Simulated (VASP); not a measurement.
A 63-atom supercell of NaCl (rock salt) holds Na vacancy in charge state +0. It is relaxed twice, with the total moment held at 1 and at 3 μB. The numbers are results of PBE GGA, VASP's PBE PAW potentials (set 64) (plane waves; VASP), not measurements. Settings: PREC = Normal, LREAL = Auto, ISYM = 0, EDIFF = 1E-5, 400 eV cut-off, 1×1×1 Γ-centred mesh, Gaussian smearing of 0.050 eV, potentials Na_pv Cl.

The supercell is sampled at Γ alone, which is coarse: total energies, pressure and levels can be off, energies of defects by several tenths of an eV.

Q: Which spin state lies lower, and by how much?

A: The state with 1 μB lies lower, by 5.02 eV.

The cell is a supercell with a defect, built from NaCl (rock salt).
